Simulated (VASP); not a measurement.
Ti2Ge5Ru, 8 atoms in the cell. It takes space group P6/mmm (No. 191, hexagonal). Conventional cell: a = 5.311 Å, b = 5.311 Å, c = 6.585 Å, α = 90.00°, β = 90.00°, γ = 120.00°. Around Ti (site symmetry -6m2) lie 2 Ge at 2.09 Å. Ge (site symmetry 3m) is surrounded by 1 Ti at 2.09 Å. Around Ge (site symmetry 6/mmm) lie 6 Ti at 3.07 Å and 2 Ru at 3.29 Å. Ru (site symmetry 6/mmm) is surrounded by 14 Ge at 3.29 Å. The cell was built by a generator and needn't be a form met in nature.

- Program: VASP 6.6.1
- Task: relaxation of cell and atoms
- Functional: PBE
- Potentials or basis: VASP PAW PBE potentials, release 64 (Ti_sv, Ge_d, Ru_pv)
- Cutoff: 520 eV
- k mesh: 4 × 4 × 3
- Occupations: gaussian, width 0.15 eV
- Spin: no spin polarisation
- Further INCAR settings: PREC = Normal; ALGO = Fast; EDIFF = 0.0001; IBRION = 2; EDIFFG = -0.08; NSW = 24; ISIF = 3

Potentials or basis: VASP PAW PBE potentials, release 64 (Ti_sv, Ge_d, Ru_pv).

Launch:

```sh
$ cat potpaw_PBE.64/Ti_sv/POTCAR potpaw_PBE.64/Ge_d/POTCAR potpaw_PBE.64/Ru_pv/POTCAR > POTCAR
$ mpirun -np 1 vasp_std > vasp.out
```

Hardware: 1 thread of Intel(R) Xeon(R) Platinum 8259CL CPU @ 2.50GHz (Skylake/Cascade Lake), on a shared host.

Problem. Estimate the wall time of this run.

Solution. Wall time 24 min on 1 thread of Intel(R) Xeon(R) Platinum 8259CL CPU @ 2.50GHz (Skylake/Cascade Lake), with other jobs on the host, peak memory 0.24 GiB. Counts: scf iterations 332, k points 8, ion steps 9.
